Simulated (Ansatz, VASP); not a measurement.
## SnTe: VASP beside Ansatz

Aim: how closely do two programs agree when they are given the same cell, functional and k mesh? The cell is taken from a series of runs on this material, whose earlier steps may have relaxed, scaled, displaced or heated it; both programs get it as it stands.

Method: plane waves, with VASP 6.6.1 beside it; zone-centre phonons at LDA, in Ansatz 0.2.0.

## (1) Starting point

Symmetry: R-3m, No. 166, trigonal system. The conventional cell has a = 4.365 Å, b = 4.365 Å, c = 10.912 Å, α = 90.00°, β = 90.00°, γ = 120.00°. Sn has 6 Te at 3.11 Å nearest. Te has 6 Sn at 3.11 Å nearest. Farther neighbours and most contacts between anions are not listed.

## (2) VASP: zone-centre phonons, LDA

Second derivatives magnify differences that forces hide, and they need a tight electronic threshold.

Lines of VASP's logs that name or quote its potential files are left out, and so is its time.

Contents of INCAR:

```
SYSTEM = SnTe
PREC = Accurate
ENCUT = 500
EDIFF = 1E-08
NELM = 120
ISMEAR = 0
SIGMA = 0.01
LREAL = .FALSE.
ALGO = Normal
GGA = CA
NBANDS = 16
LORBIT = 11
LWAVE = .FALSE.
LCHARG = .FALSE.
ISIF = 2
IBRION = 8
LASPH = .TRUE.
GGA_COMPAT = .FALSE.
KPAR = 2
```

Contents of POSCAR:

```
SnTe
1.0
    0.0422208087      3.1288875844      3.1288875844
    3.1288875844      0.0422208087      3.1288875844
    3.1288875844      3.1288875844      0.0422208087
Sn Te
1 1
Direct
    0.0000000000      0.0000000000      0.0000000000
    0.5000000000      0.5000000000      0.5000000000
```

Contents of KPOINTS:

```
Automatic mesh
0
Gamma
12 12 12
0 0 0
```

PAW data sets: Sn_d and Te (LDA family, release 64).

Launch:

```bash
> mpirun -np 2 vasp_std
```

Numbers of over 12 decimals in the logs are rounded to 6 here.

The program printed:

```text
[banner, memory and clock lines left out]
running    2 mpi-ranks, on    1 nodes
 distrk:  each k-point on    1 cores,    2 groups
 distr:  one band on    1 cores,    1 groups

 POSCAR found type information on POSCAR SnTe
 POSCAR found :  2 types and       2 ions
 LDA part: xc-table for (Slater(with rela. corr.)+CA(PZ))
 , standard interpolation
 POSCAR, INCAR and KPOINTS ok, starting setup
 FFT: planning ... GRIDC
 FFT: planning ... GRID_SOFT
 FFT: planning ... GRID
 WAVECAR not read
 entering main loop
       N       E                     dE             d eps       ncg     rms          rms(c)
DAV:   1     0.123375167231E+03    0.12338E+03   -0.94513E+03  6088   0.142E+03
DAV:   2     0.164329416015E+01   -0.12173E+03   -0.11909E+03  6656   0.354E+02
DAV:   3    -0.859545945256E+01   -0.10239E+02   -0.10190E+02  7688   0.885E+01
DAV:   4    -0.887257489396E+01   -0.27712E+00   -0.27707E+00  7216   0.159E+01
DAV:   5    -0.888485865901E+01   -0.12284E-01   -0.12284E-01  9032   0.311E+00    0.508E+00
DAV:   6    -0.883504859787E+01    0.49810E-01   -0.10176E-01  8672   0.235E+00    0.319E+00
DAV:   7    -0.883038066176E+01    0.46679E-02   -0.39529E-02  8040   0.110E+00    0.649E-01
DAV:   8    -0.882940935050E+01    0.97131E-03   -0.66906E-03  7704   0.674E-01    0.147E-01
DAV:   9    -0.882944606669E+01   -0.36716E-04   -0.54890E-04  8496   0.219E-01    0.543E-02
DAV:  10    -0.882942590432E+01    0.20162E-04   -0.65602E-05  8088   0.742E-02    0.245E-02
DAV:  11    -0.882942599643E+01   -0.92109E-07   -0.22538E-05  7984   0.393E-02    0.152E-02
DAV:  12    -0.882942558389E+01    0.41254E-06   -0.22169E-06  7680   0.128E-02    0.886E-03
DAV:  13    -0.882942555537E+01    0.28514E-07   -0.22644E-07  7712   0.306E-03    0.197E-03
DAV:  14    -0.882942554627E+01    0.91045E-08   -0.36206E-08  6888   0.270E-03
   1 F= -.88294255E+01 E0= -.88294255E+01  d E =-.130785E-11
 Linear response reoptimize wavefunctions to high precision
DAV:   1    -0.882942554658E+01   -0.30650E-09   -0.76899E-09  7408   0.425E-04
DAV:   2    -0.882942554662E+01   -0.40018E-10   -0.29653E-10  4152   0.110E-04
 Linear response DOF=           2
 Linear response progress:
  Degree of freedom:   1/  2
       N       E                     dE             d eps       ncg     rms          rms(c)
RMM:   1    -0.217508552565E+00   -0.21751E+00    0.34502E-01 18394   0.107E+01
RMM:   2    -0.222964549701E+00   -0.54560E-02   -0.11972E-02 27061   0.881E-01    0.850E-02
RMM:   3    -0.222827790011E+00    0.13676E-03   -0.92899E-04 29801   0.244E-01    0.448E-02
RMM:   4    -0.222574913006E+00    0.25288E-03   -0.84483E-05 29791   0.735E-02    0.824E-03
RMM:   5    -0.222573639354E+00    0.12737E-05   -0.75347E-06 30850   0.225E-02    0.380E-03
RMM:   6    -0.222579924192E+00   -0.62848E-05   -0.12525E-06 30457   0.774E-03    0.132E-03
RMM:   7    -0.222579889166E+00    0.35026E-07   -0.31938E-07 31163   0.303E-03    0.774E-04
RMM:   8    -0.222577546462E+00    0.23427E-05    0.13127E-07 30366   0.132E-03    0.186E-04
RMM:   9    -0.222577420697E+00    0.12577E-06    0.30491E-07 31972   0.601E-04    0.215E-04
RMM:  10    -0.222577251918E+00    0.16878E-06    0.46784E-07 31862   0.290E-04    0.193E-04
RMM:  11    -0.222577311171E+00   -0.59253E-07    0.41890E-07 32956   0.151E-04    0.373E-04
RMM:  12    -0.222576946035E+00    0.36514E-06    0.20263E-07 29910   0.950E-05    0.107E-04
RMM:  13    -0.222576799586E+00    0.14645E-06    0.10420E-07 31541   0.549E-05    0.535E-06
RMM:  14    -0.222576759899E+00    0.39686E-07    0.44746E-08 32405   0.312E-05    0.160E-05
RMM:  15    -0.222576739066E+00    0.20833E-07    0.23501E-08 29838   0.209E-05    0.784E-06
RMM:  16    -0.222576738366E+00    0.70021E-09    0.89189E-09 27963   0.157E-05    0.237E-06
 first order change of Fermi-energy   0.47203E-03
 force on displaced ion       1 direction 1 :  -0.380   0.072   0.072
 Linear response progress:
  Degree of freedom:   2/  2
       N       E                     dE             d eps       ncg     rms          rms(c)
RMM:   1    -0.478872106029E-01   -0.47887E-01    0.63440E-02 33079   0.894E-01
RMM:   2    -0.482881813100E-01   -0.40097E-03   -0.20533E-03 28746   0.225E-01    0.688E-02
RMM:   3    -0.484363675708E-01   -0.14819E-03   -0.16621E-04 29114   0.647E-02    0.494E-02
RMM:   4    -0.486615172063E-01   -0.22515E-03   -0.25512E-05 28702   0.320E-02    0.580E-03
RMM:   5    -0.486682633176E-01   -0.67461E-05   -0.10848E-06 29714   0.782E-03    0.302E-03
RMM:   6    -0.486692570371E-01   -0.99372E-06   -0.10064E-07 29184   0.224E-03    0.746E-04
RMM:   7    -0.486675931733E-01    0.16639E-05   -0.11670E-08 29868   0.478E-04    0.123E-04
RMM:   8    -0.486677653085E-01   -0.17214E-06   -0.38308E-08 28816   0.153E-04    0.413E-05
RMM:   9    -0.486677608266E-01    0.44819E-08    0.17154E-07 31313   0.537E-05    0.184E-05
RMM:  10    -0.486677892084E-01   -0.28382E-07    0.38627E-07 31459   0.179E-05    0.290E-06
RMM:  11    -0.486677697131E-01    0.19495E-07    0.26633E-08 29603   0.825E-06    0.868E-07
RMM:  12    -0.486677699401E-01   -0.22705E-09   -0.73533E-09 23058   0.578E-06    0.369E-07
 first order change of Fermi-energy  -0.79621E-03
 force on displaced ion       2 direction 1 :  -0.370   0.075   0.075
 Linear response finished
```

OUTCAR, selected parts (step 2):

```text
ion  position               nearest neighbor table
   1  0.000  0.000  0.000-   2 3.11   2 3.11   2 3.11   2 3.11   2 3.11   2 3.11
   2  0.500  0.500  0.500-   1 3.11   1 3.11   1 3.11   1 3.11   1 3.11   1 3.11

  LATTYP: Found a trigonal (rhomboedric) cell.
 ALAT       =     4.4251166796
 COS(alpha) =     0.5134471266

 Subroutine GETGRP returns: Found 12 space group operations
 (whereof 12 operations were pure point group operations)

The static configuration has the point symmetry D_3d.

 Found    189 irreducible k-points:

   k-points           NKPTS =    189   k-points in BZ     NKDIM =    189   number of bands    NBANDS=     16

   dimension x,y,z NGX =    32 NGY =   32 NGZ =   32
   dimension x,y,z NGXF=    64 NGYF=   64 NGZF=   64

   ENCUT  =  500.0 eV  36.75 Ry    6.06 a.u.   8.07  8.07  8.07*2*pi/ulx,y,z

   NELECT =      20.0000    total number of electrons

 k-points in reciprocal lattice and weights: Automatic mesh
   0.00000000  0.00000000  0.00000000       0.001
   0.08333333  0.00000000  0.00000000       0.003
   0.16666667  0.00000000  0.00000000       0.003
   0.25000000  0.00000000 -0.00000000       0.003
   0.33333333  0.00000000 -0.00000000       0.003
   0.41666667  0.00000000  0.00000000       0.003
   0.50000000  0.00000000 -0.00000000       0.002
   0.08333333  0.08333333 -0.00000000       0.003
   0.16666667  0.08333333  0.00000000       0.007
[...]
-0.41666667  0.50000000  0.41666667       0.003
   0.50000000  0.50000000  0.50000000       0.001

 average (electrostatic) potential at core
       1 -99.9071       2 -88.2871

  Total        0.2143178      0.2143178      0.2143178     -0.0945133     -0.0945133     -0.0945133
  in kB        5.7206976      5.7206976      5.7206976     -2.5228056     -2.5228056     -2.5228056
  external PRESSURE =       5.7206976 kB  Pullay stress =       0.0000000 kB

  energy-cutoff  :      500.00
  volume of cell :       60.02
      direct lattice vectors                 reciprocal lattice vectors
     0.042220809  3.128887584  3.128887584    -0.163072627  0.160901444  0.160901444
     3.128887584  0.042220809  3.128887584     0.160901444 -0.163072627  0.160901444
     3.128887584  3.128887584  0.042220809     0.160901444  0.160901444 -0.163072627

 POSITION                                       TOTAL-FORCE (eV/Angst)
 -----------------------------------------------------------------------------------
      0.00000      0.00000      0.00000        -0.000000      0.000000     -0.000000
      3.15000      3.15000      3.15000         0.000000     -0.000000      0.000000
 -----------------------------------------------------------------------------------
    total drift:                                0.000000     -0.000000     -0.000000

 Eigenvectors and eigenvalues of the dynamical matrix
 ----------------------------------------------------

   1 f  =    1.335263 THz     8.389705 2PiTHz   44.539580 cm-1     5.522202 meV
             X         Y         Z           dx          dy          dz
      0.000000  0.000000  0.000000    -0.407667    0.573207   -0.165540
      3.149998  3.149998  3.149998     0.389981   -0.548339    0.158358

   2 f  =    1.335263 THz     8.389705 2PiTHz   44.539580 cm-1     5.522202 meV
             X         Y         Z           dx          dy          dz
      0.000000  0.000000  0.000000     0.426516    0.139793   -0.566308
      3.149998  3.149998  3.149998    -0.408011   -0.133728    0.541739

   3 f  =    0.952410 THz     5.984168 2PiTHz   31.768974 cm-1     3.938849 meV
             X         Y         Z           dx          dy          dz
      0.000000  0.000000  0.000000     0.421518    0.421518    0.421518
      3.149998  3.149998  3.149998    -0.394532   -0.394532   -0.394532

   4 f/i=    0.005501 THz     0.034563 2PiTHz    0.183487 cm-1     0.022750 meV
             X         Y         Z           dx          dy          dz
      0.000000  0.000000  0.000000     0.285223    0.279176   -0.564399
      3.149998  3.149998  3.149998     0.298159    0.291837   -0.589996

   5 f/i=    0.005501 THz     0.034563 2PiTHz    0.183487 cm-1     0.022750 meV
             X         Y         Z           dx          dy          dz
      0.000000  0.000000  0.000000    -0.487038    0.490529   -0.003491
      3.149998  3.149998  3.149998    -0.509127    0.512776   -0.003650

   6 f/i=    0.014294 THz     0.089811 2PiTHz    0.476791 cm-1     0.059115 meV
             X         Y         Z           dx          dy          dz
      0.000000  0.000000  0.000000     0.394532    0.394532    0.394532
      3.149998  3.149998  3.149998     0.421518    0.421518    0.421518

 ELASTIC MODULI CONTR FROM IONIC RELAXATION (kBar)
 Direction    XX          YY          ZZ          XY          YZ          ZX
 --------------------------------------------------------------------------------
 XX           0.0000      0.0000      0.0000      0.0000      0.0000      0.0000
 YY           0.0000      0.0000      0.0000      0.0000      0.0000      0.0000
 ZZ           0.0000      0.0000      0.0000      0.0000      0.0000      0.0000
 XY           0.0000      0.0000      0.0000      0.0000      0.0000      0.0000
 YZ           0.0000      0.0000      0.0000      0.0000      0.0000      0.0000
 ZX           0.0000      0.0000      0.0000      0.0000      0.0000      0.0000
 --------------------------------------------------------------------------------
```

## (3) Ansatz: zone-centre phonons, LDA

Ansatz runs on its PAW soft_1 files.

The same cell, functional (in two slightly different forms), mesh and smearing now go to Ansatz, which takes its cutoff from its data sets.

Contents of input.yaml:

```yaml
crystal:
  lattice:
    - [0.0422208087, 3.1288875844, 3.1288875844]
    - [3.1288875844, 0.0422208087, 3.1288875844]
    - [3.1288875844, 3.1288875844, 0.0422208087]
  atoms:
    - { symbol: Sn, position: [0.0, 0.0, 0.0] }
    - { symbol: Te, position: [0.5, 0.5, 0.5] }
kpoints:
  mp_grid: { grid: [12, 12, 12] }
hamiltonian:
  xc: lda
  pseudopotentials: { kind: paw, azcp: { folder: soft_1 }, xc_functional: pbe }
scf:
  occupations: { method: gaussian, width: 0.01 }
output:
  eigenvalues: true
phonons:
  method: dfpt
```

Launch:

```bash
> ansatz run input.yaml --threads 4 --pin off --max-ram 10240MiB --backend cpu --events-out ev --progress --plain --runs-dir out
```

The program printed:

```text
Engine: ansatz 0.2.0, aarch64-unknown-linux-gnu
Pseudopotentials: kind: paw
Pseudopotential: Sn, paw, valence charge 14, recommended cutoff 420 eV (normal), soft_1/Sn.paw.azcp
Pseudopotential: Te, paw, valence charge 16, recommended cutoff 420 eV (normal), soft_1/Te.paw.azcp
Functional definition: SPW92
  exchange = slater_x
  correlation = pw_c
Crystal: 2 atoms, lattice volume = 60.023 Å³
Basis set: ecut = 420 eV, 1183 PW (Γ), exchange–correlation on 60×60×60 points (8 copies of the dense FFT grid, shifted against one another)
Bands: 19, of which v1, the nominal top of the filled ones, is band 15 counted from 1 (14 counted from 0)
Symmetry: 12 space group operations
k-points: 476 of 1728 (irreducible under 2 space group operations, time reversal used)
Non-local potential: Sn, projectors of the file, l = 0: 2, l = 1: 2, l = 2: 2, l = 3: 1
Non-local potential: Te, projectors of the file, l = 0: 2, l = 1: 2, l = 2: 2, l = 3: 1
PAW form: soft (Blöchl's): semilocal exchange-correlation on the pseudo side does not see the compensation charge
PAW frozen core: Sn, regenerated for the run's functional, and the local potential with it (the file was generated under x = pbe(κ = 0.804, μ = 0.219515), c = pbe(β = 0.066725))
PAW frozen core: Te, regenerated for the run's functional, and the local potential with it (the file was generated under x = pbe(κ = 0.804, μ = 0.219515), c = pbe(β = 0.066725))
PAW one-centre angular grid: Sn, 590 points (default); XC on 64 Gauss nodes
PAW one-centre angular grid: Te, 590 points (default); XC on 64 Gauss nodes
Initial density: superposition of atomic densities (chi_scale 0.1, normalization cell, long waves kept (reshape's long-wave potential 0.00 eV rms))
Initial wavefunctions: pseudopotential atomic-orbital guess
Functional: x = slater, c = lda
SCF iter   1: F=—  HF=-12707.421077 eV  |F-HF|=—  |Δ(HF+E_count)|=         —  Δρ=1.08e-2  dr2=7.23e-2  ethr=3.10e-3  ⟨swp⟩=7.6  Hψ=54898  notcnv=0
preconditioner: auto → none  [insulator: Δε(μ)=0.072 eV  Ē_g=8.889 eV  σ=0.010 eV  W_gap=1.00  n_scr=14 (ndim 8)  ℏωp=15.2 eV  f_vac=0.000  D(μ)=0.00/eV (n_scr^D=0)  ε∞_Penn≈3.9]
SCF iter   2: F=—  HF=-12707.409202 eV  |F-HF|=—  |Δ(HF+E_count)|=   1.19e-2  Δρ=5.09e-3  dr2=1.72e-2  ethr=2.41e-4  ⟨swp⟩=2.1  Hψ=15104  notcnv=0
SCF iter   3: F=—  HF=-12707.407584 eV  |F-HF|=—  |Δ(HF+E_count)|=   1.62e-3  Δρ=3.67e-4  dr2=5.84e-5  ethr=5.72e-5  ⟨swp⟩=2.6  Hψ=13147  notcnv=0
SCF iter   4: F=—  HF=-12707.407606 eV  |F-HF|=—  |Δ(HF+E_count)|=   2.20e-5  Δρ=1.17e-4  dr2=3.26e-6  ethr=1.95e-7  ⟨swp⟩=2.1  Hψ=16906  notcnv=0
SCF iter   5: F=—  HF=-12707.407608 eV  |F-HF|=—  |Δ(HF+E_count)|=   1.37e-6  Δρ=3.35e-5  dr2=5.95e-7  ethr=1.09e-8  ⟨swp⟩=2.0  Hψ=13788  notcnv=0
SCF iter   6: F=—  HF=-12707.407607 eV  |F-HF|=—  |Δ(HF+E_count)|=   3.75e-7  Δρ=4.34e-6  dr2=6.15e-9  ethr=1.98e-9  ⟨swp⟩=2.0  Hψ=13789  notcnv=0
SCF iter   7: F=—  HF=-12707.407607 eV  |F-HF|=—  |Δ(HF+E_count)|=   3.15e-9  Δρ=5.26e-7  dr2=1.19e-10  ethr=2.05e-11  ⟨swp⟩=2.9  Hψ=17943  notcnv=0
SCF iter   8: F=-12707.407607 eV  HF=-12707.407607 eV  |F-HF|=1.82e-12  |Δ(HF+E_count)|=  3.64e-12  Δρ=7.19e-8  dr2=2.94e-12  ethr=1.00e-12  ⟨swp⟩=7.4  Hψ=48808  notcnv=0
SCF 1 converged in 8 iterations: F = -12707.407607 eV  dr2 = 2.94e-12
  greatest PAW one-centre occupation: 0.999 electrons in one spin orbital (limit 2), on the Te atom at site 1 (counted from 0), in its partial waves of l = 2
DFPT response loops at Γ: preconditioner auto → Resta (q_TF=auto, 2.430 Å⁻¹)  ε∞=28.9 (no band partly filled); β = 1.00, the filter's whole step (`scf.mixing.beta` (0.50) is not read by the response loops at its default; to damp them type it under 1.00, their step now; it binds the ground state too); Broyden in place of MSR1
SCF converged after 8 iterations
Free energy (F): -12707.407607 eV
Harris-Foulkes:  -12707.407607 eV  (|F-HF|=1.82e-12)
Internal energy: -12707.407607 eV  (E = F + TS)
E sigma→0 (E₀):  -12707.407607 eV
Fermi energy:    10.076937 eV
--- Per-component energies (eV) ---
  E_band       = -344.409692
  E_kinetic    = 342.173509
  E_local      = -2628.794931  (includes V_loc(G=0)·N_el)
  E_nonlocal   = 221.465452
  E_hartree    = 1313.825556
  E_xc         = -247.802428
  E_vxc        = -184.583507  (∫ρ·V_xc dr)
  E_paw        = -8743.112688  (= ΣΔE_a)
  E_vpaw       = -722.321653  (= ΣTr[D̂ρ^β])
  E_aug_tail   = 0.000348  (compensation charges beyond the density's cutoff)
  E_ewald      = -2966.265957
  E_core_change = 1.103533  (= ΣΔE_core)
  E_smearing   = -0.000000  (= −TS)
  E_closure    = 0.000000  (closes the sum)
  Σ components = -12707.407607   (vs F -12707.407607, Δ=0.00e0)
--- Band table (eV; the first three rows and the last of 476) ---
  k-point 0: bands = [... 11 lower, 5.3203, 7.6436, 7.8459, 7.8459, 13.3669, 13.3669, 13.4289, 14.6042]
  k-point 1: bands = [... 11 lower, 4.9391, 7.6737, 7.8531, 8.1027, 13.0119, 13.0164, 13.0744, 14.7021]
  k-point 2: bands = [... 11 lower, 4.1192, 7.7204, 7.8796, 8.6011, 12.2691, 12.2950, 12.3637, 14.7310]
  k-point 475: bands = [... 11 lower, 1.3261, 8.2173, 8.2173, 10.0418, 10.2784, 10.3921, 10.3921, 17.7592]
--- Phonons (Γ-DFPT): 2 representative perturbations + reference, on 476 of 1728 k-points (Σ response iterations 6) ---
  k mesh reduced under 2 symmetry operations, with k and −k counted as one. Each operation leaves every solved perturbation unchanged. A smaller set is not used because it would not reduce the number of displacements times k-points to solve
  ASR residual: 1.229e-4 → 0.000e0 eV/Å²; symmetrization residual: 6.151e-6 eV/Å²
  ASR residual per site (eV/Å²): 1.23e-4 9.89e-6
  Γ frequencies (cm⁻¹): 0.00 0.00 0.00 25.40 40.65 40.65
  non-analytic LO–TO correction: not included (Born effective charges unavailable; polar crystals: no LO–TO splitting at Γ)
```

In the SCF lines HF is the Harris–Foulkes energy and dr2 the Hartree energy of the density residual, in eV; the loop may stop once dr2 is under the threshold and the program's other checks hold. Hψ counts applications of the Hamiltonian.

## (4) Comparison

Known differences besides the potentials themselves: the two LDA forms differ slightly; the data sets hold 30 valence electrons in Ansatz (on its PAW soft_1 files) and 20 in VASP; the cutoff is 420 eV in Ansatz and 500 eV in VASP; VASP's log shows a relativistic correction to its local exchange, Ansatz's none. Total energies have different zeros and are not compared.

The two programs side by side:

| quantity | Ansatz | VASP | difference |
| --- | --- | --- | --- |
| optical mode 1 (cm⁻¹) | 25.4 | 31.8 | -6.4 |
| optical mode 2 to 3 (cm⁻¹) | 40.6 | 44.5 | -3.9 |

Modes are paired by rising frequency, not by their patterns, so a pair may set unlike modes beside each other; they are those without the splitting of longitudinal modes.

## (5) What came out

* r.m.s. difference of the optical zone-centre modes, each program's sorted by frequency (zone-centre phonons, LDA): 4.9 cm⁻¹

**Reading.** The r.m.s. difference of the optical zone-centre modes, each program's sorted by frequency is 4.9 cm⁻¹ (zone-centre phonons, LDA). The data sets hold unlike numbers of valence electrons (30 in Ansatz and 20 in VASP), so part of the differences comes from the potentials. Such differences can come from data sets, numerical settings and the points named under the comparisons, not from the functional's error against experiment.

[Lines on the potential files, build, host, timing and source positions are cut from VASP's logs without a mark.]

[Logs are printed without paths, hosts, clocks, repeated set-up lines and the standing remarks that a program may print on its own settings, such as how far it seeks lower states.]

[Hosts, paths, dates, database ids (printed as entryN), source tags and the programs' standing remarks are cut or masked in the printed files.]
